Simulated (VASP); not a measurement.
An input for Ansatz (written as the equivalent of a VASP run, and not itself run):

Ansatz 0.2 input:
```yaml
crystal:
  lattice:
    - [0.0000000, 2.5400000, 2.5400000]
    - [2.5400000, 0.0000000, 2.5400000]
    - [2.5400000, 2.5400000, 0.0000000]
  atoms:
    - { symbol: Hf, position: [0.0000000, 0.0000000, 0.0000000] }
    - { symbol: O, position: [0.2500000, 0.2500000, 0.2500000] }
    - { symbol: O, position: [0.7500000, 0.7500000, 0.7500000] }
kpoints:
  mp_grid: { grid: [8, 8, 8] }
hamiltonian:
  xc: pbe
  pseudopotentials: { kind: paw }
scf:
  occupations: { method: gaussian, width: 0.05 }
  max_iter: 100
output: { forces: true, stress: true, eigenvalues: true }
```

Question: Translate this input to VASP (INCAR, KPOINTS, POSCAR, choice of POTCAR).

Answer: One answer among several that fit: 
### INCAR
```
# general
SYSTEM  = HfO2
PREC    = Accurate
ENCUT   = 520
LREAL   = .False.
LASPH   = .True.

# electronic loop
EDIFF   = 1E-6
NELM    = 100
ALGO    = Normal
LMAXMIX = 6

# smearing
ISMEAR  = 0
SIGMA   = 0.05

# functional
GGA     = PE

# ions
ISIF    = 2

# output
LWAVE   = .False.
LCHARG  = .False.
```

File KPOINTS:
```
Regular mesh
0
G
  8 8 8
```

POSCAR:
```
HfO2
1
    0.0000000000     2.5400000000     2.5400000000
    2.5400000000     0.0000000000     2.5400000000
    2.5400000000     2.5400000000     0.0000000000
Hf O
1 2
Direct
  0.0000000000   0.0000000000   0.0000000000
  0.2500000000   0.2500000000   0.2500000000
  0.7500000000   0.7500000000   0.7500000000
```

POTCAR, in this order: Hf_pv O (PBE.64 set). Program: vasp_std.

What does not carry over: each code has its own PAW files, so the cut-off isn't converted (ENCUT is set for VASP's; basis.ecutwfc is left out, and Ansatz then takes the one that its files recommend); Ansatz stops its SCF on the density residual and VASP on the energy change (EDIFF).

The compound is HfO2 in the fluorite structure, the high-temperature cubic form, which is unstable at 0 K; the monoclinic form is the stable one. The cell was not relaxed at this level.
